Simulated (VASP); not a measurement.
The system is MgTi2N2.

```xyz
5
Lattice="-1.5500 2.1900 4.6450 1.5500 -2.1900 4.6450 1.5500 2.1900 -4.6450" Properties=species:S:1:pos:R:3 pbc="T T T"
Mg    0.0000    0.0000    0.0000
Ti    0.0000    0.0000    6.1933
Ti    0.0000    0.0000    3.0967
N     1.5500    0.0000    1.5483
N     0.0000    2.1900    3.0967
```

The cell was built by a generator and needn't be a form met in nature.

```yaml
Program: VASP 6.6.1
Task: relaxation of cell and atoms
Functional: PBE
Potentials_or_basis: VASP PAW PBE potentials, release 64 (Mg, Ti_sv, N)
Cutoff: 520 eV
k_mesh: 5 × 5 × 5
Occupations: gaussian, width 0.15 eV
Spin: no spin polarisation
```

At the start: pressure -14.7 GPa; volume 12.61 Å³/atom.

Question: How do energy, volume and symmetry change on relaxing?

Answer: Over 11 steps the energy falls by 139.5 meV/atom and the volume is 12.01 Å³/atom (-4.8 %); space group Immm (No. 71, to 0.05 Å).

Step by step:
```csv
step,energy change (eV),largest force (eV/Å),pressure (GPa),volume (Å³)
1,0.0000,2.1487,-14.67,63.07
2,-0.2096,0.9245,24.73,53.03
3,-0.5545,1.0287,3.68,57.08
4,-0.5552,0.9591,4.12,56.95
5,-0.6573,0.3757,2.07,58.41
6,-0.6798,0.1381,0.99,59.42
7,-0.6816,0.1471,0.51,59.77
8,-0.6926,0.0678,-0.66,60.23
9,-0.6940,0.0315,-1.02,60.40
10,-0.6966,0.1092,0.82,59.83
11,-0.6976,0.0658,0.43,60.03
```

Final structure:
```
CELL_PARAMETERS angstrom
-1.56003 2.06461 4.65915
1.56003 -2.06461 4.65915
1.56003 2.06461 -4.65915
ATOMIC_POSITIONS crystal
Mg 0.00000 0.00000 0.00000
Ti 0.68524 0.68524 0.00000
Ti 0.31476 0.31476 0.00000
N 0.16933 0.66933 0.50000
N 0.83067 0.33067 0.50000
```

Caveat: the k mesh is coarse (spacing up to 0.50 Å⁻¹), so the values aren't converged.
